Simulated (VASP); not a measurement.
## Ag (relaxed from the hcp structure, space group P6_3/mmc): computed properties

Level of theory: PBEsol GGA, VASP's PBE PAW potentials (set 64) (plane waves; VASP 6.6.1).

```
Item                                                                                     Result
----------------------------------  -----------------------------------------------------------
space group                                                                      P6_3/mmc (194)
cell                                a = b = 2.8480 Å, c = 4.7195 Å, α = β = 90.00°, γ = 120.00°
volume per atom                                                                   16.58 Å³/atom
band gap (over mesh and band path)                     none (metal, semimetal or under 0.01 eV)
density                                                                             10.81 g/cm³
```

Ag has the hexagonal space group P6₃/mmc (No. 194), the hcp (Mg type) structure, Pearson symbol hP2. Conventional cell: a = b = 2.8480 Å, c = 4.7195 Å, α = β = 90.00°, γ = 120.00°. Ag on 2c sees 12 Ag at 2.848–2.876 Å (anticuboctahedral). (Neighbours: up to the widest gap in distance over summed covalent radii, below 1.35, at either atom.)

The structure was generated: Ag was put into the hcp type (P6_3/mmc), which need not be its known phase. It was relaxed first. Symmetry was kept, so distortions that lower it aren't found.
